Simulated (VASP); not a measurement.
Calculation: optB88-vdW, VASP's PBE PAW potentials (set 64) (plane waves; VASP).

A VASP calculation is set up with these files.

File KPOINTS:
```
Automatic mesh
0
Gamma
12 12 12
0 0 0
```

**INCAR**
```
EDIFF = 1E-7   ! SCF stop (eV)
AGGAC = 0.0
SIGMA = 0.1   ! width (eV)
LCHARG = .FALSE.
LREAL = .FALSE.   ! projection in real space or not
ISMEAR = 1
SYSTEM = TiCo
ALGO = Normal
ENCUT = 520   ! plane-wave cut-off (eV)
LWAVE = .FALSE.
PREC = Accurate
LASPH = .TRUE.
GGA = BO
PARAM1 = 0.1833333333
LMAXMIX = 4   ! l cut-off of mixed one-centre charges
NELM = 100   ! most electronic steps
ISIF = 2   ! forces and stress, cell fixed
LUSE_VDW = .TRUE.
PARAM2 = 0.22
```

File POSCAR:
```
TiCo
1
    2.9594692313     0.0000000000     0.0000000000
    0.0000000000     2.9594692313     0.0000000000
    0.0000000000     0.0000000000     2.9594692313
Ti Co
1 1
Direct
  0.0000000000   0.0000000000   0.0000000000
  0.5000000000   0.5000000000   0.5000000000
```

POTCAR, in this order: Ti_sv Co (PBE.64 set). Program: vasp_std.

The run wrote:

OSZICAR:
```
       N       E                     dE             d eps       ncg     rms          rms(c)
DAV:   1     0.157648775205E+03    0.15765E+03   -0.10477E+04  2352   0.189E+03
DAV:   2    -0.258475490978E+01   -0.16023E+03   -0.15753E+03  2388   0.407E+02
DAV:   3    -0.117806228535E+02   -0.91959E+01   -0.91099E+01  3834   0.107E+02
DAV:   4    -0.120542924750E+02   -0.27367E+00   -0.27262E+00  2808   0.150E+01
DAV:   5    -0.120642965061E+02   -0.10004E-01   -0.10004E-01  3506   0.272E+00    0.125E+01
DAV:   6    -0.100580398656E+02    0.20063E+01   -0.92962E+00  3184   0.447E+01    0.291E+00
DAV:   7    -0.110770884187E+02   -0.10190E+01   -0.78959E+00  3784   0.263E+01    0.146E+01
DAV:   8    -0.100316683775E+02    0.10454E+01   -0.49763E+00  3522   0.218E+01    0.255E+00
DAV:   9    -0.100325994397E+02   -0.93106E-03   -0.82270E-02  2514   0.342E+00    0.125E+00
DAV:  10    -0.100238911707E+02    0.87083E-02   -0.33031E-02  3656   0.197E+00    0.357E-01
DAV:  11    -0.100234315227E+02    0.45965E-03   -0.25101E-03  3306   0.459E-01    0.158E-01
DAV:  12    -0.100233554453E+02    0.76077E-04   -0.29929E-04  3756   0.206E-01    0.660E-02
DAV:  13    -0.100233273199E+02    0.28125E-04   -0.15466E-04  3508   0.105E-01    0.492E-03
DAV:  14    -0.100233282182E+02   -0.89828E-06   -0.25417E-06  2584   0.189E-02    0.125E-03
DAV:  15    -0.100233285006E+02   -0.28239E-06   -0.33170E-07  2770   0.681E-03    0.129E-03
DAV:  16    -0.100233285911E+02   -0.90458E-07   -0.74712E-08  1344   0.355E-03
   1 F= -.10023329E+02 E0= -.10022815E+02  d E =-.154157E-02
```

File OUTCAR:
```
------------------------ aborting loop because EDIFF is reached ----------------------------------------
  FORCE on cell =-STRESS in cart. coord.  units (eV):
  Direction    XX          YY          ZZ          XY          YZ          ZX
  --------------------------------------------------------------------------------------
  Total       -0.0371036     -0.0371036     -0.0371036     -0.0000000      0.0000000     -0.0000000
  in kB       -2.2934307     -2.2934307     -2.2934307     -0.0000000      0.0000000     -0.0000000
  external PRESSURE =      -2.2934307 kB  Pullay stress =       0.0000000 kB
  volume of cell :       25.92
      direct lattice vectors                 reciprocal lattice vectors
     2.959469231  0.000000000  0.000000000     0.337898428  0.000000000  0.000000000
     0.000000000  2.959469231  0.000000000     0.000000000  0.337898428  0.000000000
     0.000000000  0.000000000  2.959469231     0.000000000  0.000000000  0.337898428
 POSITION                                       TOTAL-FORCE (eV/Angst)
 -----------------------------------------------------------------------------------
      0.00000      0.00000      0.00000         0.000000      0.000000      0.000000
      1.47973      1.47973      1.47973         0.000000      0.000000      0.000000
 -----------------------------------------------------------------------------------
    total drift:                                0.000000      0.000000     -0.000000
  FREE ENERGIE OF THE ION-ELECTRON SYSTEM (eV)
  ---------------------------------------------------
  free  energy   TOTEN  =       -10.0233285911 eV

  energy  without entropy=      -10.0217870198  energy(sigma->0) =      -10.02281473
```
(Selected blocks of OUTCAR.)

The compound is TiCo in the CsCl type structure. It was relaxed first. The run is not spin-polarised, so no magnetic state was tried. The electron count is odd and the run is not spin-polarised, which forces a metal.
